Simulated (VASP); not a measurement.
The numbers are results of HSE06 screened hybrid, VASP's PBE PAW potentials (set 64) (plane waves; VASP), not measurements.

VASP input:

**INCAR**
```
SYSTEM=Ga31P32Si
PREC=Normal; ENCUT=400; LREAL=Auto
LASPH=.True.; ISYM=0; NELECT=256.0
EDIFF=1E-5; NELM=50; NELMIN=4
ALGO=Normal; LMAXMIX=4
ISMEAR=0; SIGMA=0.05
GGA=PE; LHFCALC=.True.; AEXX=0.25
HFSCREEN=0.2; PRECFOCK=Fast
ISIF=0
LWAVE=.False.; LCHARG=.False.
```

### POSCAR
```
Ga31P32Si
1
   11.0671092084     0.0000000000     0.0000000000
    0.0000000000    11.0671092084     0.0000000000
    0.0000000000     0.0000000000    11.0671092084
Ga P Si
31 32 1
Direct
  0.5000299831   0.0001814551   0.0002600055
  0.7505458285   0.2493009368   0.0007263997
  0.7504975740   0.0003348003   0.2496664774
  0.0000057093   0.0000102695   0.9999497851
  0.2497649006   0.2496130374   0.9999799538
  0.4999752198   0.4999912747   0.0002055712
  0.7504743617   0.7505297430   0.9996438261
  0.2496524544   0.9999377014   0.2496142145
  0.4975184637   0.2506941961   0.2507479223
  0.7496277948   0.5026823558   0.2506244791
  0.4999970570   0.0000995578   0.4999788109
  0.7496833093   0.2504237349   0.5027302918
  0.7505086661   0.9995986845   0.7504581323
  0.9999176394   0.5000244536   0.0003572937
  0.2493176076   0.7506777232   0.0006919590
  0.9998136242   0.2496785497   0.2495871900
  0.2504978989   0.4974155247   0.2504917304
  0.5025911445   0.7496593210   0.2505338279
  0.9998373062   0.9999927556   0.5000637908
  0.2503122869   0.2504274138   0.4974861637
  0.7494851277   0.7494695016   0.4975730326
  0.2495224175   0.0004115585   0.7505138937
  0.5025941656   0.2503266241   0.7497960725
  0.7497669389   0.4973380059   0.7500195660
  0.0003450814   0.7505951613   0.2496359365
  0.0000604768   0.5000331758   0.4999732209
  0.2503282517   0.7498341553   0.5026984169
  0.0005659673   0.2493965439   0.7505631283
  0.2500777507   0.5028513785   0.7499894852
  0.4973334641   0.7497757568   0.7499747891
  0.9994683534   0.7507275129   0.7503937666
  0.6246376240   0.1261427518   0.1264954322
  0.8738619513   0.3752425791   0.1263604928
  0.8739407854   0.1262235592   0.3752563082
  0.1249805118   0.1250110447   0.1249914842
  0.3750975919   0.3749011601   0.1245948093
  0.6251280390   0.6250781890   0.1244702772
  0.8750201908   0.8750775782   0.1249478896
  0.3750635454   0.1245446713   0.3749714684
  0.6198481155   0.3804648263   0.3806122169
  0.8756386278   0.6251426916   0.3750075751
  0.6250311951   0.1243606496   0.6250874914
  0.8757952355   0.3749302010   0.6252174753
  0.8750379387   0.1249050047   0.8750495875
  0.1260283582   0.6246816406   0.1263333197
  0.3752749225   0.8740984218   0.1263106649
  0.1244088624   0.3749460366   0.3749377587
  0.3801501643   0.6199797249   0.3804099859
  0.6251529965   0.8756246591   0.3750600410
  0.1261025738   0.1259969559   0.6247351670
  0.3798823215   0.3803448232   0.6202573624
  0.6197379679   0.6197678258   0.6204248499
  0.8737026495   0.8739426256   0.6246945716
  0.3751871089   0.1260916911   0.8740425722
  0.6251535876   0.3747517879   0.8759321776
  0.8740802809   0.6248957195   0.8740824067
  0.1261234448   0.8741520228   0.3752612931
  0.1242539409   0.6252079576   0.6251018098
  0.3749852001   0.8757622711   0.6251571015
  0.1260415479   0.3751382300   0.8742660130
  0.3747720508   0.6252043219   0.8759289314
  0.6248560500   0.8741652973   0.8740993591
  0.1249065528   0.8750865165   0.8750174190
  0.4998432411   0.5001537008   0.5006225534
```

**KPOINTS**
```
kpoints
0
gamma
1 1 1
0 0 0
```

POTCAR, in this order: Ga P Si (PBE.64 set). Program: vasp_gam. Read from the step before: WAVECAR.

The resulting files:

### OUTCAR
```
 ion  position               nearest neighbor table
   1  0.500  0.000  0.000-  32 2.41  46 2.41  54 2.41  62 2.41
   2  0.751  0.249  0.001-  44 2.39  32 2.40  33 2.40  55 2.40
   3  0.750  0.000  0.250-  38 2.39  32 2.40  34 2.40  49 2.40
   4  0.000  0.000  1.000-  63 2.39  44 2.39  38 2.40  35 2.40
   5  0.250  0.250  1.000-  35 2.39  54 2.40  60 2.40  36 2.40
   6  0.500  0.500  0.000-  36 2.39  37 2.39  55 2.39  61 2.39
   7  0.750  0.751  1.000-  38 2.39  62 2.39  56 2.39  37 2.40
   8  0.250  1.000  0.250-  35 2.39  46 2.39  57 2.40  39 2.40
   9  0.498  0.251  0.251-  36 2.38  39 2.38  32 2.40  40 2.44
  10  0.750  0.503  0.251-  41 2.38  37 2.38  33 2.40  40 2.44
  11  0.500  0.000  0.500-  39 2.39  42 2.39  59 2.39  49 2.39
  12  0.750  0.250  0.503-  42 2.38  43 2.38  34 2.40  40 2.44
  13  0.751  1.000  0.750-  44 2.39  53 2.39  62 2.39  42 2.40
  14  1.000  0.500  0.000-  45 2.41  33 2.41  56 2.41  60 2.41
  15  0.249  0.751  0.001-  63 2.39  45 2.40  46 2.40  61 2.40
  16  1.000  0.250  0.250-  35 2.39  33 2.39  34 2.40  47 2.40
  17  0.250  0.497  0.250-  47 2.38  36 2.38  45 2.40  48 2.44
  18  0.503  0.750  0.251-  49 2.38  37 2.38  46 2.40  48 2.44
  19  1.000  1.000  0.500-  53 2.41  57 2.41  34 2.41  50 2.41
  20  0.250  0.250  0.497-  47 2.38  39 2.38  50 2.40  51 2.44
  21  0.749  0.749  0.498-  49 2.38  41 2.38  53 2.40  52 2.44
  22  0.250  0.000  0.751-  63 2.39  50 2.39  54 2.40  59 2.40
  23  0.503  0.250  0.750-  42 2.38  55 2.38  54 2.40  51 2.44
  24  0.750  0.497  0.750-  55 2.38  43 2.39  56 2.40  52 2.44
  25  0.000  0.751  0.250-  38 2.39  45 2.40  57 2.40  41 2.40
  26  0.000  0.500  0.500-  47 2.39  41 2.39  58 2.39  43 2.39
  27  0.250  0.750  0.503-  59 2.38  58 2.38  57 2.40  48 2.44
  28  0.001  0.249  0.751-  44 2.39  50 2.39  60 2.40  43 2.40
  29  0.250  0.503  0.750-  61 2.38  58 2.38  60 2.40  51 2.44
  30  0.497  0.750  0.750-  61 2.38  59 2.38  62 2.40  52 2.44
  31  0.999  0.751  0.750-  63 2.39  53 2.39  56 2.40  58 2.40
  32  0.625  0.126  0.126-   2 2.40   3 2.40   9 2.40   1 2.41
  33  0.874  0.375  0.126-  16 2.39   2 2.40  10 2.40  14 2.41
  34  0.874  0.126  0.375-   3 2.40  16 2.40  12 2.40  19 2.41
  35  0.125  0.125  0.125-   8 2.39   5 2.39  16 2.39   4 2.40
  36  0.375  0.375  0.125-   9 2.38  17 2.38   6 2.39   5 2.40
  37  0.625  0.625  0.124-  10 2.38  18 2.38   6 2.39   7 2.40
  38  0.875  0.875  0.125-   7 2.39  25 2.39   3 2.39   4 2.40
  39  0.375  0.125  0.375-   9 2.38  20 2.38  11 2.39   8 2.40
  40  0.620  0.380  0.381-  64 2.30   9 2.44  10 2.44  12 2.44
  41  0.876  0.625  0.375-  10 2.38  21 2.38  26 2.39  25 2.40
  42  0.625  0.124  0.625-  12 2.38  23 2.38  11 2.39  13 2.40
  43  0.876  0.375  0.625-  12 2.38  24 2.39  26 2.39  28 2.40
  44  0.875  0.125  0.875-  13 2.39  28 2.39   2 2.39   4 2.39
  45  0.126  0.625  0.126-  25 2.40  15 2.40  17 2.40  14 2.41
  46  0.375  0.874  0.126-   8 2.39  15 2.40  18 2.40   1 2.41
  47  0.124  0.375  0.375-  20 2.38  17 2.38  26 2.39  16 2.40
  48  0.380  0.620  0.380-  64 2.30  27 2.44  18 2.44  17 2.44
  49  0.625  0.876  0.375-  21 2.38  18 2.38  11 2.39   3 2.40
  50  0.126  0.126  0.625-  28 2.39  22 2.39  20 2.40  19 2.41
  51  0.380  0.380  0.620-  64 2.30  29 2.44  20 2.44  23 2.44
  52  0.620  0.620  0.620-  64 2.30  30 2.44  24 2.44  21 2.44
  53  0.874  0.874  0.625-  13 2.39  31 2.39  21 2.40  19 2.41
  54  0.375  0.126  0.874-  22 2.40   5 2.40  23 2.40   1 2.41
  55  0.625  0.375  0.876-  24 2.38  23 2.38   6 2.39   2 2.40
  56  0.874  0.625  0.874-   7 2.39  31 2.40  24 2.40  14 2.41
  57  0.126  0.874  0.375-  25 2.40   8 2.40  27 2.40  19 2.41
  58  0.124  0.625  0.625-  29 2.38  27 2.38  26 2.39  31 2.40
  59  0.375  0.876  0.625-  27 2.38  30 2.38  11 2.39  22 2.40
  60  0.126  0.375  0.874-  28 2.40   5 2.40  29 2.40  14 2.41
  61  0.375  0.625  0.876-  29 2.38  30 2.38   6 2.39  15 2.40
  62  0.625  0.874  0.874-  13 2.39   7 2.39  30 2.40   1 2.41
  63  0.125  0.875  0.875-  31 2.39  22 2.39  15 2.39   4 2.39
  64  0.500  0.500  0.501-  52 2.30  51 2.30  40 2.30  48 2.30
 Subroutine IBZKPT returns following result:
 Found      1 irreducible k-points:

 Following reciprocal coordinates:
            Coordinates               Weight
  0.000000  0.000000  0.000000      1.000000
 Subroutine IBZKPT_HF returns following result:
   k-points           NKPTS =      1   k-points in BZ     NKDIM =      1   number of bands    NBANDS=    161
   number of dos      NEDOS =    301   number of ions     NIONS =     64
   total plane-waves  NPLWV = 157464
...
```

OSZICAR:
```
       N       E                     dE             d eps       ncg     rms          rms(c)
DAV:   1    -0.348160197341E+03   -0.34816E+03   -0.17088E+01   322   0.107E+01    0.110E+01
DAV:   2    -0.348279673619E+03   -0.11948E+00   -0.52550E-01   355   0.124E+00    0.729E+00
DAV:   3    -0.348249407286E+03    0.30266E-01   -0.25803E-02   355   0.300E-01    0.425E+00
DAV:   4    -0.348236259236E+03    0.13148E-01   -0.77756E-03   372   0.162E-01    0.239E+00
DAV:   5    -0.348231729559E+03    0.45297E-02   -0.22813E-03   372   0.852E-02    0.133E+00
DAV:   6    -0.348230098635E+03    0.16309E-02   -0.55138E-04   356   0.459E-02    0.735E-01
DAV:   7    -0.348229519450E+03    0.57918E-03   -0.18521E-04   340   0.283E-02    0.400E-01
DAV:   8    -0.348229322609E+03    0.19684E-03   -0.69414E-05   356   0.176E-02    0.215E-01
DAV:   9    -0.348229259118E+03    0.63491E-04   -0.22364E-05   235   0.106E-02    0.117E-01
DAV:  10    -0.348229240355E+03    0.18763E-04   -0.11342E-05   203   0.743E-03    0.603E-02
DAV:  11    -0.348229235990E+03    0.43654E-05   -0.37701E-06   203   0.413E-03
   1 F= -.34822924E+03 E0= -.34822924E+03  d E =-.357107E-15
```

File OUTCAR:
```
------------------------ aborting loop because EDIFF is reached ----------------------------------------
  volume of cell :     1355.51
      direct lattice vectors                 reciprocal lattice vectors
    11.067109208  0.000000000  0.000000000     0.090357832  0.000000000  0.000000000
     0.000000000 11.067109208  0.000000000     0.000000000  0.090357832  0.000000000
     0.000000000  0.000000000 11.067109208     0.000000000  0.000000000  0.090357832
  FREE ENERGIE OF THE ION-ELECTRON SYSTEM (eV)
  ---------------------------------------------------
  free  energy   TOTEN  =      -348.2292359897 eV

  energy  without entropy=     -348.2292359897  energy(sigma->0) =     -348.22923599

  exchange ACFDT corr.  =         0.00000000  see jH, gK, PRB 81, 115126
```
(Selected blocks of OUTCAR.)

The cell is charged, with a uniform compensating background. The supercell is sampled at Γ alone, which is coarse: total energies, pressure and levels can be off, energies of defects by several tenths of an eV.

The cell is a supercell with a defect, built from GaP (zinc blende): Si_Ga, charge +1. The cell's shape comes from a PBE relaxation. The run is not spin-polarised, so no state with unpaired spins was tried.
